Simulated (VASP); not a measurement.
Output of a VASP run:

**OUTCAR**
```
 ion  position               nearest neighbor table
   1  0.000  0.000  0.000-   2 2.36   2 2.36   2 2.36   2 2.36   2 2.36   2 2.36   2 2.36   2 2.36
  LATTYP: Found a simple cubic cell.
 ALAT       =     2.7244149881
 Subroutine PRICEL returns following result:
  LATTYP: Found a body centered cubic cell.
 ALAT       =     2.7244149881
 Subroutine GETGRP returns: Found 48 space group operations
The static configuration has the point symmetry O_h .
The dynamic configuration has the point symmetry O_h .
The overall configuration has the point symmetry O_h .
 Subroutine INISYM returns: Found 48 space group operations
 Subroutine IBZKPT returns following result:
 Found     84 irreducible k-points:

 Following reciprocal coordinates:
            Coordinates               Weight
  0.000000  0.000000  0.000000      1.000000
  0.076923  0.000000  0.000000      6.000000
  0.153846  0.000000  0.000000      6.000000
  0.230769  0.000000  0.000000      6.000000
  0.307692  0.000000  0.000000      6.000000
  0.384615  0.000000  0.000000      6.000000
  0.461538  0.000000  0.000000      6.000000
  0.076923  0.076923  0.000000     12.000000
  0.153846  0.076923  0.000000     24.000000
  0.230769  0.076923  0.000000     24.000000
  0.307692  0.076923  0.000000     24.000000
  0.384615  0.076923  0.000000     24.000000
  0.461538  0.076923  0.000000     24.000000
  0.153846  0.153846  0.000000     12.000000
  0.230769  0.153846  0.000000     24.000000
  0.307692  0.153846  0.000000     24.000000
  0.384615  0.153846  0.000000     24.000000
  0.461538  0.153846  0.000000     24.000000
  0.230769  0.230769  0.000000     12.000000
  0.307692  0.230769  0.000000     24.000000
  0.384615  0.230769  0.000000     24.000000
  0.461538  0.230769  0.000000     24.000000
  0.307692  0.307692  0.000000     12.000000
  0.384615  0.307692  0.000000     24.000000
  0.461538  0.307692  0.000000     24.000000
  0.384615  0.384615  0.000000     12.000000
  0.461538  0.384615  0.000000     24.000000
  0.461538  0.461538  0.000000     12.000000
  0.076923  0.076923  0.076923      8.000000
  0.153846  0.076923  0.076923     24.000000
  0.230769  0.076923  0.076923     24.000000
  0.307692  0.076923  0.076923     24.000000
  0.384615  0.076923  0.076923     24.000000
  0.461538  0.076923  0.076923     24.000000
  0.153846  0.153846  0.076923     24.000000
  0.230769  0.153846  0.076923     48.000000
  0.307692  0.153846  0.076923     48.000000
  0.384615  0.153846  0.076923     48.000000
  0.461538  0.153846  0.076923     48.000000
  0.230769  0.230769  0.076923     24.000000
   k-points           NKPTS =     84   k-points in BZ     NKDIM =     84   number of bands    NBANDS=     16
   number of dos      NEDOS =    301   number of ions     NIONS =      2
   total plane-waves  NPLWV =   8000
   dimension x,y,z NGX =    20 NGY =   20 NGZ =   20
   dimension x,y,z NGXF=    40 NGYF=   40 NGZF=   40
   ions per type =               2
   PREC   = accura    normal or accurate (medium, high low for compatibility)
   ISTART =      0    job   : 0-new  1-cont  2-samecut
   ICHARG =      2    charge: 1-file 2-atom 10-const
   ISPIN  =      2    spin polarized calculation?
   LNONCOLLINEAR =      F non collinear calculations
   LSORBIT =      F    spin-orbit coupling
   INIWAV =      1    electr: 0-lowe 1-rand  2-diag
   ENCUT  =  500.0 eV  36.75 Ry    6.06 a.u.   4.97  4.97  4.97*2*pi/ulx,y,z
   NELM   =    100;   NELMIN=  2; NELMDL= -5     # of ELM steps
   EDIFF  = 0.1E-05   stopping-criterion for ELM
   LREAL  =      F    real-space projection
   NLSPLINE    = F    spline interpolate recip. space projectors
   LMAXMIX     =    4 max onsite mixed and CHGCAR
   VOSKOWN=      0    Vosko Wilk Nusair interpolation
   EDIFFG = -.2E-01   stopping-criterion for IOM
   NSW    =     40    number of steps for IOM
   NBLOCK =      1;   KBLOCK =     40    inner block; outer block
...
```

OSZICAR:
```
       N       E                     dE             d eps       ncg     rms          rms(c)
DAV:   1     0.224535399182E+03    0.22454E+03   -0.14024E+04  5384   0.185E+03
DAV:   2    -0.136321365397E+02   -0.23817E+03   -0.23615E+03  5680   0.498E+02
DAV:   3    -0.212771910768E+02   -0.76451E+01   -0.75521E+01  6848   0.102E+02
DAV:   4    -0.213895565130E+02   -0.11237E+00   -0.11236E+00  6472   0.121E+01
DAV:   5    -0.213922690510E+02   -0.27125E-02   -0.27125E-02  7304   0.152E+00    0.219E+01
DAV:   6    -0.187005154510E+02    0.26918E+01   -0.13717E+01  5632   0.475E+01    0.388E+00
DAV:   7    -0.186799929967E+02    0.20522E-01   -0.28609E-01  6064   0.630E+00    0.278E+00
DAV:   8    -0.186754724002E+02    0.45206E-02   -0.16076E-02  8024   0.202E+00    0.104E+00
DAV:   9    -0.186692842884E+02    0.61881E-02   -0.32937E-02  6640   0.205E+00    0.264E-01
DAV:  10    -0.186705161823E+02   -0.12319E-02   -0.97415E-03  6096   0.595E-01    0.205E-01
DAV:  11    -0.186710128138E+02   -0.49663E-03   -0.30183E-03  7408   0.476E-01    0.166E-01
DAV:  12    -0.186719547478E+02   -0.94193E-03   -0.23985E-02  6960   0.131E+00    0.101E-01
DAV:  13    -0.186723561878E+02   -0.40144E-03   -0.10534E-02  6656   0.884E-01    0.691E-02
DAV:  14    -0.186725748191E+02   -0.21863E-03   -0.25415E-02  6832   0.140E+00    0.388E-02
DAV:  15    -0.186726476004E+02   -0.72781E-04   -0.66178E-04  6112   0.360E-01    0.283E-02
DAV:  16    -0.186726498510E+02   -0.22506E-05   -0.29505E-05  6808   0.687E-02    0.118E-02
DAV:  17    -0.186726504875E+02   -0.63652E-06   -0.35370E-04  6784   0.166E-01    0.883E-03
DAV:  18    -0.186726508384E+02   -0.35089E-06   -0.86684E-06  5872   0.306E-02
   1 F= -.12992999E+02 E0= -.12993167E+02  d E =-.129930E+02  mag=    -0.0000
```

### OUTCAR
```
------------------------ aborting loop because EDIFF is reached ----------------------------------------
  FORCE on cell =-STRESS in cart. coord.  units (eV):
  Direction    XX          YY          ZZ          XY          YZ          ZX
  --------------------------------------------------------------------------------------
  Total        5.6543837      5.6543837      5.6543837      0.0000000     -0.0000000      0.0000000
  in kB      447.9979977    447.9979977    447.9979977      0.0000000     -0.0000000      0.0000000
  external PRESSURE =      -2.0020023 kB  Pullay stress =     450.0000000 kB
  volume of cell :       20.22
      direct lattice vectors                 reciprocal lattice vectors
     2.724414988  0.000000000  0.000000000     0.367051277  0.000000000  0.000000000
     0.000000000  2.724414988  0.000000000     0.000000000  0.367051277  0.000000000
     0.000000000  0.000000000  2.724414988     0.000000000  0.000000000  0.367051277
 POSITION                                       TOTAL-FORCE (eV/Angst)
 -----------------------------------------------------------------------------------
      0.00000      0.00000      0.00000        -0.000000     -0.000000     -0.000000
      1.36221      1.36221      1.36221         0.000000      0.000000      0.000000
 -----------------------------------------------------------------------------------
    total drift:                               -0.000000      0.000000      0.000000
  FREE ENERGIE OF THE ION-ELECTRON SYSTEM (eV)
  ---------------------------------------------------
  free  energy   TOTEN  =       -18.6726508384 eV

  energy  without entropy=      -18.6731559629  energy(sigma->0) =      -18.67281921
  enthalpy is  TOTEN    =       -12.9929990058 eV   P V=        5.6796518326

 total charge

# of ion       s       p       d       tot
------------------------------------------
    1        0.493   6.499   4.397  11.389
    2        0.493   6.499   4.397  11.389
--------------------------------------------------
tot          0.987  12.997   8.794  22.778

 magnetization (x)

# of ion       s       p       d       tot
------------------------------------------
    1       -0.000  -0.000  -0.002  -0.002
    2        0.000   0.000   0.002   0.002
--------------------------------------------------
tot          0.000   0.000   0.000   0.000

 reached required accuracy - stopping structural energy minimisation
```
(Selected blocks of OUTCAR.)

POSCAR:
```
Cr
1
    2.7244149881    -0.0000000000    -0.0000000000
   -0.0000000000     2.7244149881    -0.0000000000
    0.0000000000     0.0000000000     2.7244149881
Cr
2
Direct
  0.0000000000   0.0000000000   0.0000000000
  0.5000000000   0.5000000000   0.5000000000
```

### Question
Write an INCAR and KPOINTS that could have produced this output.

### Answer
This is not unique; one that fits is the input of the run itself, PBE GGA, plane waves, VASP's PBE PAW potentials (set 64).

### KPOINTS
```
Automatic mesh
0
Gamma
13 13 13
0 0 0
```

### INCAR
```
SYSTEM = Cr
PREC = Accurate; ENCUT = 500; LREAL = .FALSE.
LASPH = .TRUE.
EDIFF = 1E-6; NELM = 100; ALGO = Normal
LMAXMIX = 4
ISMEAR = 1; SIGMA = 0.1
GGA = PE
MAGMOM = 1.0 -1.0
ISPIN = 2
IBRION = 2; NSW = 40; ISIF = 3
EDIFFG = -0.02; PSTRESS = 450
LWAVE = .FALSE.; LCHARG = .FALSE.; LORBIT = 10
```

POTCAR, in this order: Cr_pv (PBE.64 set). Program: vasp_std.

The compound is Cr in the bcc, AFM order structure. It was relaxed first under an external pressure of 45 GPa.
